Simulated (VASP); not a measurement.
## HfIn4SiO6: relaxation of cell and atoms with rev-vdW-DF2

Crystal: HfIn4SiO6.

```
Hf In Si O
1.0
     2.71585   -4.70357    0.00833
     2.71585    4.70357    0.00833
    -1.87915    0.00000    7.40127
Hf In Si O
1 4 1 6
Direct
  0.78835 0.21165 0.00000
  0.62175 0.37825 0.50000
  0.45502 0.54498 0.00000
  0.28407 0.71593 0.50000
  0.95814 0.04186 0.50000
  0.12168 0.87832 0.00000
  0.06219 0.11415 0.86666
  0.88585 0.93781 0.13334
  0.79490 0.53784 0.86663
  0.46216 0.20510 0.13337
  0.15352 0.62879 0.13333
  0.37121 0.84648 0.86667
```

The cell was built by a generator and needn't be a form met in nature.

- Program: VASP 6.6.1
- Task: relaxation of cell and atoms
- Functional: rev-vdW-DF2
- Potentials or basis: VASP PAW PBE potentials, release 64 (Hf_pv, In_d, Si, O)
- Cutoff: 600 eV
- k mesh: 6 × 6 × 4
- Occupations: fermi-dirac, width 0.05 eV
- Spin: no spin polarisation
- Further INCAR settings: ALGO = Fast; EDIFF = 1e-07; IBRION = 2; EDIFFG = -0.01; NSW = 40; ISIF = 3

- Relaxed volume: 15.27 Å³/atom
- Relaxed cell: a = 5.405 Å, b = 5.405 Å, c = 7.473 Å, α = 97.12°, β = 97.12°, γ = 119.94°
- Space group after relaxing (to 0.05 Å): C2 (No. 5)
- Energy gained by relaxing: 3.9 meV/atom
- Ionic steps: 9
- Pressure after relaxing: 0.0 GPa
- Largest force after relaxing: 0.009 eV/Å
- Band gap on the k mesh: none (metal or under the smearing width)

Forces on the atoms (eV/Å):
```
Hf   0.000  0.000  0.000
In   0.000  0.003  0.000
In   0.000 -0.002  0.000
In   0.000 -0.001  0.000
In   0.000 -0.002  0.000
Si   0.000  0.000  0.000
O   -0.008  0.002 -0.003
O    0.008  0.002  0.003
O    0.003 -0.005 -0.003
O   -0.003 -0.005  0.003
O   -0.003  0.004  0.002
O    0.003  0.004 -0.002
```

Step by step:
| step | energy change (eV) | largest force (eV/Å) | pressure (GPa) | volume (Å³) |
| --- | --- | --- | --- | --- |
| 1 | 0.0000 | 0.1534 | -2.33 | 189.24 |
| 2 | -0.0118 | 0.3739 | 1.92 | 183.02 |
| 3 | -0.0287 | 0.1763 | -0.01 | 185.67 |
| 4 | -0.0394 | 0.1103 | -0.01 | 184.86 |
| 5 | -0.0458 | 0.0977 | 0.02 | 183.53 |
| 6 | -0.0472 | 0.0216 | -0.07 | 183.37 |
| 7 | -0.0472 | 0.0207 | -0.06 | 183.38 |
| 8 | -0.0472 | 0.0125 | 0.12 | 183.20 |
| 9 | -0.0473 | 0.0091 | 0.04 | 183.28 |

Final structure:
```
Hf In Si O
1.0
     2.70482   -4.67969    0.00797
     2.70482    4.67969    0.00797
    -1.87198    0.00000    7.23435
Hf In Si O
1 4 1 6
Direct
  0.78827 0.21173 0.00000
  0.62175 0.37825 0.50000
  0.45498 0.54502 0.00000
  0.28407 0.71593 0.50000
  0.95815 0.04185 0.50000
  0.12165 0.87835 0.00000
  0.06025 0.11308 0.86415
  0.88692 0.93975 0.13585
  0.79431 0.53611 0.86403
  0.46389 0.20569 0.13597
  0.15350 0.62890 0.13591
  0.37110 0.84650 0.86409
```

Levels at points of the mesh, in eV from the Fermi level:
| k point | band 47 | band 48 | band 49 | band 50 | band 51 | band 52 | band 53 | band 54 | band 55 | band 56 |
| --- | --- | --- | --- | --- | --- | --- | --- | --- | --- | --- |
| (0.00, 0.00, 0.00) | -3.94 | -3.84 | -0.81 | -0.58 | -0.40 | -0.21 | -0.03 | 0.00 | 0.41 | 1.04 |
| (0.50, 0.00, 0.00) | -3.85 | -3.83 | -3.57 | -2.28 | -1.90 | 0.97 | 1.46 | 1.79 | 1.96 | 2.08 |
| (0.50, 0.50, 0.00) | -3.91 | -3.88 | -3.77 | -2.20 | -1.71 | 1.04 | 1.48 | 1.62 | 2.00 | 2.10 |
| (0.00, 0.00, 0.50) | -3.84 | -3.51 | -1.16 | -0.79 | -0.58 | -0.21 | -0.13 | -0.05 | 0.01 | 1.56 |
| (0.50, 0.00, 0.50) | -3.85 | -3.57 | -3.36 | -2.18 | -1.69 | 0.80 | 1.29 | 1.86 | 1.95 | 2.11 |
| (0.50, 0.50, 0.50) | -3.84 | -3.48 | -3.26 | -2.29 | -1.88 | 0.73 | 1.35 | 1.89 | 1.95 | 2.23 |

It took 49 min on 4 MPI ranks on Intel(R) Xeon(R) 6975P-C (Granite Rapids), on a shared host, peak memory 1.5 GiB a rank.

Caveat: the PAW data sets were made with another functional, which shifts forces and pressure a little. Spin-orbit coupling is left out, which matters for the levels of Hf.
